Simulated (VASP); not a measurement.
# HfIn2Se5 (P3m1) in VASP: single point with r2SCAN

Aim: the single point of HfIn2Se5 with r2SCAN.

All numbers are computed with VASP 6.6.1; they aren't measurements. Logs are shortened: lines on timing, memory, paths and dates and some standing lists are left out, and cuts for length are marked.

## (1) The crystal as given

It takes space group P3m1 (No. 156, trigonal). Conventional cell: a = 3.965 Å, b = 3.965 Å, c = 17.637 Å, α = 90.00°, β = 90.00°, γ = 120.00°. Hf (site symmetry 3m) has 6 Se at 2.72 to 2.73 Å as nearest neighbours. In (site symmetry 3m) has 4 Se at 2.55 to 2.64 Å as nearest neighbours. In (site symmetry 3m) is surrounded by 6 Se at 2.68 to 2.86 Å. Around Se (site symmetry 3m) lie 3 In at 2.64 Å. Around Se (site symmetry 3m) lie 4 In at 2.55 to 2.86 Å. Se (site symmetry 3m) has 3 In at 2.68 Å as nearest neighbours. Se (site symmetry 3m) has 3 Hf at 2.72 Å as nearest neighbours. Se (site symmetry 3m) is surrounded by 3 Hf at 2.73 Å.

The cell was built by a generator and needn't be a form met in nature.

## (2) Single point, r2SCAN

File INCAR:

```
ALGO = Normal
EDIFF = 1E-6
ENCUT = 520
ISIF = 2
ISMEAR = 0
KPAR = 2
LASPH = T
LCHARG = F
LMIXTAU = T
LREAL = F
LWAVE = F
METAGGA = R2SCAN
NELM = 150
PREC = Accurate
SIGMA = 0.03
```

File KPOINTS:

```
k-points
0
Gamma
  8 8 2
```

File POSCAR:

```
HfIn2Se5
1.0
    3.9654010000      0.0000000000      0.0000000000
   -1.9827010000      3.4341380000      0.0000000000
    0.0000000000      0.0000000000     17.6374300000
Hf In Se
1 2 5
Direct
    0.0000000000      0.0000000000      0.0000810000
    0.6666670000      0.3333330000      0.6219470000
    0.3333330000      0.6666670000      0.3803090000
    0.0000000000      0.0000000000      0.6965050000
    0.6666670000      0.3333330000      0.4775420000
    0.0000000000      0.0000000000      0.3016080000
    0.3333330000      0.6666670000      0.0835650000
    0.6666670000      0.3333330000      0.9154760000
```

Potentials or basis: VASP PAW PBE potentials, release 64 (Hf_pv, In_d, Se).

Run with:

```bash
> cat potpaw_PBE.64/Hf_pv/POTCAR potpaw_PBE.64/In_d/POTCAR potpaw_PBE.64/Se/POTCAR > POTCAR
> mpirun -np 2 vasp_std > vasp.out
```

OUTCAR:

```text
EDIFF = 1E-6
   ENCUT = 520
   ISIF = 2
   ISMEAR = 0
   LASPH = T
   LREAL = F
   METAGGA = R2SCAN
   NELM = 150
   PREC = Accurate

 ion  position               nearest neighbor table
   1  0.000  0.000  0.000-   7 2.72   7 2.72   7 2.72   8 2.73   8 2.73   8 2.73
   2  0.667  0.333  0.622-   5 2.55   4 2.64   4 2.64   4 2.64
   3  0.333  0.667  0.380-   6 2.68   6 2.68   6 2.68   5 2.86   5 2.86   5 2.86
   4  0.000  0.000  0.697-   2 2.64   2 2.64   2 2.64
   5  0.667  0.333  0.478-   2 2.55   3 2.86   3 2.86   3 2.86
   6  0.000  0.000  0.302-   3 2.68   3 2.68   3 2.68
   7  0.333  0.667  0.084-   1 2.72   1 2.72   1 2.72
   8  0.667  0.333  0.915-   1 2.73   1 2.73   1 2.73

  LATTYP: Found a hexagonal cell.
 ALAT       =     3.9654010000
 C/A-ratio  =     4.4478301186

  Lattice vectors:

 A1 = (   3.9654010000,   0.0000000000,   0.0000000000)
 A2 = (  -1.9827010000,   3.4341380000,   0.0000000000)
 A3 = (   0.0000000000,   0.0000000000,  17.6374300000)

Analysis of symmetry for initial positions (statically):
=====================================================================
 Subroutine PRICEL returns:
 Original cell was already a primitive cell.

 Routine SETGRP: Setting up the symmetry group for a
 hexagonal supercell.

 Subroutine GETGRP returns: Found  6 space group operations
 (whereof  6 operations were pure point group operations)
 out of a pool of 24 trial point group operations.

The static configuration has the point symmetry C_3v.

Analysis of symmetry for dynamics (positions and initial velocities):
=====================================================================
 Subroutine PRICEL returns:
 Original cell was already a primitive cell.

 Routine SETGRP: Setting up the symmetry group for a
 hexagonal supercell.

 Subroutine GETGRP returns: Found  6 space group operations
 (whereof  6 operations were pure point group operations)
 out of a pool of 24 trial point group operations.

The dynamic configuration has the point symmetry C_3v.

 Subroutine INISYM returns: Found  6 space group operations
 (whereof  6 operations are pure point group operations),
 and found     1 'primitive' translations

----------------------------------------------------------------------------------------
[... 96 lines left out ...]
   LSORBIT =      F    spin-orbit coupling
   LASPH  =      T    aspherical Exc in radial PAW
   ENCUT  =  520.0 eV  38.22 Ry    6.18 a.u.   7.37  7.37 32.79*2*pi/ulx,y,z
   NELM   =    150;   NELMIN=  2; NELMDL= -5     # of ELM steps
   EDIFF  = 0.1E-05   stopping-criterion for ELM
   LREAL  =      F    real-space projection
[... 7 lines left out ...]
   TEBEG  =    0.0;   TEEND  =   0.0 temperature during run
   PSTRESS=    0.0 pullay stress
   NELECT =      66.0000    total number of electrons
   NUPDOWN=      -1.0000    fix difference up-down
   EMIN   =  10.00;   EMAX   =-10.00  energy-range for DOS
   EFERMI =   0.00;   METHOD = LEGACY
   ISMEAR =     0;   SIGMA  =   0.03  broadening in eV -4-tet -1-fermi 0-gaus
   EFERMI_NEDOS =   21; number of points for ismear=-14 and -15
   IALGO  =     38    algorithm
   IMIX   =      4    mixing-type and parameters
     AMIX     =   0.40;   BMIX     =  1.00
     AMIX_MAG =   1.60;   BMIX_MAG =  1.00
  volume/ion in A,a.u.               =      30.02       202.60
  Fermi-wavevector in a.u.,A,eV,Ry     =   1.064329  2.011291 15.412642  1.132797
  Thomas-Fermi vector in A             =   2.199844
   LORBIT       =      0    0 simple, 1 ext, 2 COOP (PROOUT), +10 PAW based schemes
   METAGGA = R2SCAN    functional components
   LHFCALC =     F    Hartree Fock is set to
   AEXX    =    0.0000 exact exchange contribution
   IVDW    =     0    specifies the selected vdW correction
   LEPSILON=     F    determine dielectric tensor
   LRPA    =     F    only Hartree local field effects (RPA)
 non-spin polarized calculation
 Gauss-broadening in eV      SIGMA  =   0.03
  energy-cutoff  :      520.00
  volume of cell :      240.18
 maximum number of plane-waves:      6522
 NGX is ok and might be reduce to    30
   NGX = 15   NGY = 15   NGZ = 65

 number of electron      65.9999990 magnetization

 Free energy of the ion-electron system (eV)
  ---------------------------------------------------
  ext. energy  EPLUGINS =         0.00000000
  ---------------------------------------------------
  free energy    TOTEN  =      -169.66624280 eV

  energy without entropy =     -169.66624280  energy(sigma->0) =     -169.66624280

 E-fermi :   2.4157     XC(G=0):  -9.0629

 val. band max:        2.2663137699   @ k =   0.1250   0.0000   0.5000
 cond. band min:       3.3278332466   @ k =   0.5000   0.0000   0.5000
 fundamental gap:      1.0615194767
 Fermi energy:         2.4157309230

 k-point     1 :       0.0000    0.0000    0.0000
  band No.  band energies     occupation
      1     -30.6457      2.00000
      2     -30.5635      2.00000
      3     -30.5635      2.00000
      4     -13.1119      2.00000
      5     -12.9875      2.00000
      6     -12.9874      2.00000
[... 829 lines left out ...]
     38       5.1838      0.00000
     39       6.3872      0.00000

------------------------ aborting loop because EDIFF is reached ----------------------------------------

  FORCE on cell =-STRESS in cart. coord.  units (eV):
  Direction    XX          YY          ZZ          XY          YZ          ZX
  --------------------------------------------------------------------------------------
  -------------------------------------------------------------------------------------
  Total       -2.1869691     -2.1869691     -2.7548123      0.0000003     -0.0000000      0.0000000
  in kB      -14.5885816    -14.5885816    -18.3764846      0.0000021     -0.0000000      0.0000000
  external PRESSURE =     -15.8512159 kB  Pullay stress =       0.0000000 kB

 VOLUME and BASIS-vectors are now :
 -----------------------------------------------------------------------------
  energy-cutoff  :      520.00
  volume of cell :      240.18
      direct lattice vectors                 reciprocal lattice vectors
     3.965401000  0.000000000  0.000000000     0.252181305  0.145596981  0.000000000
    -1.982701000  3.434138000  0.000000000     0.000000000  0.291193889  0.000000000
     0.000000000  0.000000000 17.637430000     0.000000000  0.000000000  0.056697603

 POSITION                                       TOTAL-FORCE (eV/Angst)
 -----------------------------------------------------------------------------------
      0.00000      0.00000      0.00143        -0.000000     -0.000000      0.013670
      1.98270      1.14471     10.96955         0.000000     -0.000000      0.037207
     -0.00000      2.28943      6.70767         0.000000     -0.000000     -0.133481
      0.00000      0.00000     12.28456        -0.000000     -0.000000     -0.271656
      1.98270      1.14471      8.42261        -0.000000      0.000000      0.125233
      0.00000      0.00000      5.31959         0.000000     -0.000000      0.242431
     -0.00000      2.28943      1.47387         0.000000     -0.000000     -0.188537
      1.98270      1.14471     16.14664        -0.000000      0.000000      0.175134
 -----------------------------------------------------------------------------------
    total drift:                               -0.000898      0.000520     -0.000580

  FREE ENERGIE OF THE ION-ELECTRON SYSTEM (eV)
  ---------------------------------------------------
  free  energy   TOTEN  =      -169.6662427981 eV

  energy  without entropy=     -169.6662427981  energy(sigma->0) =     -169.66624280
```

stdout:

```text
POSCAR found type information on POSCAR HfInSe
 POSCAR found :  3 types and       8 ions
 scaLAPACK will be used
 -----------------------------------------------------------------------------
|                                                                             |
|                                                                             |
|     You enforced a specific xc type in the INCAR file but a different       |
|     I HOPE YOU KNOW WHAT YOU ARE DOING!                                     |
|                                                                             |
 -----------------------------------------------------------------------------

 LDA part: xc-table for (None), standard interpolation
 POSCAR, INCAR and KPOINTS ok, starting setup
 FFT: planning ... GRIDC
 FFT: planning ... GRID_SOFT
 FFT: planning ... GRID
 WAVECAR not read
 entering main loop
```

Run time: 38 min. Hardware: 2 MPI ranks of Intel Xeon Platinum 8488C (Sapphire Rapids), shared host; peak memory 0.48 GiB.

Results:

```
Free energy            : -169.6662 eV
Pressure               : -1.6 GPa
Largest force          : 0.272 eV/Å
Band gap on the k mesh : 1.06 eV, indirect (least direct gap 1.26 eV)
```

Forces in eV/Å, atoms in the order of the input:
```
Hf   0.000  0.000  0.014
In   0.000  0.000  0.037
In   0.000  0.000 -0.133
Se   0.000  0.000 -0.272
Se   0.000  0.000  0.125
Se   0.000  0.000  0.242
Se   0.000  0.000 -0.189
Se   0.000  0.000  0.175
```

Stress tensor (GPa, compression positive):
```
-1.46  0.00  0.00
 0.00 -1.46  0.00
 0.00  0.00 -1.84
```

Levels at points of the mesh, in eV from the valence-band top:
```
           k point  band 29  band 30  band 31  band 32  band 33  band 34  band 35  band 36  band 37  band 38
(0.00, 0.00, 0.00)    -0.48    -0.39    -0.39    -0.03    -0.03     1.24     1.49     1.49     2.18     2.70
(0.50, 0.00, 0.00)    -1.76    -1.69    -1.59    -0.97    -0.27     1.07     1.73     2.13     2.81     2.88
(0.00, 0.00, 0.50)    -0.48    -0.39    -0.39    -0.03    -0.03     1.34     1.49     1.49     2.16     2.68
(0.50, 0.00, 0.50)    -1.77    -1.68    -1.58    -0.97    -0.27     1.06     1.72     2.14     2.81     2.88
```

Caveat: the PAW data sets were made with another functional, which shifts forces and pressure a little; spin-orbit coupling is left out, which moves the levels of the heavy elements. r2SCAN opens gaps a little over a GGA but as a rule still falls short of measured ones.
